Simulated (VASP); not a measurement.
Output of a VASP run:

OSZICAR:
```
       N       E                     dE             d eps       ncg     rms          rms(c)
DAV:   1     0.174770646296E+03    0.17477E+03   -0.14549E+04   216   0.107E+03
DAV:   2    -0.348820632690E+02   -0.20965E+03   -0.20499E+03   212   0.395E+02
DAV:   3    -0.459153105336E+02   -0.11033E+02   -0.10733E+02   257   0.651E+01
DAV:   4    -0.462672756691E+02   -0.35197E+00   -0.34653E+00   250   0.103E+01
DAV:   5    -0.462907359422E+02   -0.23460E-01   -0.22263E-01   242   0.177E+00    0.332E+01
DAV:   6    -0.446877444526E+02    0.16030E+01   -0.11212E+01   222   0.175E+01    0.167E+01
DAV:   7    -0.453402847476E+02   -0.65254E+00   -0.23602E+01   251   0.210E+01    0.120E+01
DAV:   8    -0.434545685641E+02    0.18857E+01   -0.47363E+00   236   0.107E+01    0.210E+00
DAV:   9    -0.434560681134E+02   -0.14995E-02   -0.11751E-01   246   0.208E+00    0.999E-01
DAV:  10    -0.434555569426E+02    0.51117E-03   -0.46819E-02   235   0.120E+00    0.887E-01
DAV:  11    -0.434488036112E+02    0.67533E-02   -0.16336E-02   236   0.671E-01    0.205E-01
DAV:  12    -0.434486289068E+02    0.17470E-03   -0.64278E-04   251   0.181E-01    0.507E-02
DAV:  13    -0.434486331427E+02   -0.42359E-05   -0.86390E-05   265   0.428E-02    0.334E-02
DAV:  14    -0.434486200554E+02    0.13087E-04   -0.24519E-05   235   0.288E-02    0.529E-03
DAV:  15    -0.434486186270E+02    0.14283E-05   -0.54271E-07   113   0.661E-03    0.302E-03
DAV:  16    -0.434486183654E+02    0.26166E-06   -0.35772E-07    99   0.349E-03
   1 F= -.43448618E+02 E0= -.43387307E+02  d E =-.122622E+00
```

### OUTCAR
```
------------------------ aborting loop because EDIFF is reached ----------------------------------------
  FORCE on cell =-STRESS in cart. coord.  units (eV):
  Direction    XX          YY          ZZ          XY          YZ          ZX
  --------------------------------------------------------------------------------------
  Total        2.2866211      2.2866211      2.2866211      0.0000000     -0.0000000      0.0000000
  in kB       63.5499895     63.5499895     63.5499895      0.0000000     -0.0000000      0.0000000
  external PRESSURE =      63.5499895 kB  Pullay stress =       0.0000000 kB
  volume of cell :       57.65
      direct lattice vectors                 reciprocal lattice vectors
     3.863045000  0.000000000  0.000000000     0.258863151  0.000000000  0.000000000
     0.000000000  3.863045000  0.000000000     0.000000000  0.258863151  0.000000000
     0.000000000  0.000000000  3.863045000     0.000000000  0.000000000  0.258863151
 POSITION                                       TOTAL-FORCE (eV/Angst)
 -----------------------------------------------------------------------------------
      0.00000      1.93152      1.93152         0.000000      0.000000      0.000000
      1.93152      1.93152      0.00000         0.000000      0.000000      0.000000
      1.93152      0.00000      1.93152         0.000000      0.000000      0.000000
      0.00000      0.00000      0.00000         0.000000      0.000000      0.000000
 -----------------------------------------------------------------------------------
    total drift:                                0.000000     -0.000000     -0.000000
  FREE ENERGIE OF THE ION-ELECTRON SYSTEM (eV)
  ---------------------------------------------------
  free  energy   TOTEN  =       -43.4486183654 eV

  energy  without entropy=      -43.3259960896  energy(sigma->0) =      -43.38730723
```
(Selected blocks of OUTCAR.)

POSCAR:
```
MoOs3
1
    3.8630450000     0.0000000000     0.0000000000
    0.0000000000     3.8630450000     0.0000000000
    0.0000000000     0.0000000000     3.8630450000
Os Mo
3 1
Direct
  0.0000000000   0.5000000000   0.5000000000
  0.5000000000   0.5000000000   0.0000000000
  0.5000000000   0.0000000000   0.5000000000
  0.0000000000   0.0000000000   0.0000000000
```

### Question
Write an INCAR and KPOINTS that could have produced this output.

### Answer
Several could match; the one computed here: the input of the run itself, PBE GGA, plane waves, VASP's PBE PAW potentials (set 64).

INCAR:
```
! general
SYSTEM  = MoOs3
PREC    = Accurate
ENCUT   = 300   ! plane-wave cut-off (eV)
LREAL   = .FALSE.   ! projection in real space or not
LASPH   = .TRUE.   ! aspherical one-centre terms

! electronic loop
EDIFF   = 1E-6   ! SCF stop (eV)
NELM    = 100
ALGO    = Normal   ! blocked Davidson
LMAXMIX = 6   ! l cut-off of mixed one-centre charges

! smearing
ISMEAR  = 0
SIGMA   = 0.136

! functional
GGA     = PE

! ions
ISIF    = 2   ! forces and stress, cell fixed

! output
LWAVE   = .FALSE.
LCHARG  = .FALSE.
```

KPOINTS:
```
Regular mesh
0
Gamma
  2 2 2
0 0 0
```

POTCAR, in this order: Os Mo_sv (PBE.64 set). Program: vasp_std.

At this cut-off the stress carries a Pulay error, which pulls relaxed volumes low.

The structure was generated: MoOs3 was put into an ordered model structure, which need not be its known phase. The cell was not relaxed at this level. The k-mesh is coarse (spacing up to 0.81 per Å, 2π included), so the numbers may not be converged in it. The run is one of a series of settings (KPOINTS 2×2×2 Γ-centred mesh against the base run), some of them coarse on purpose.
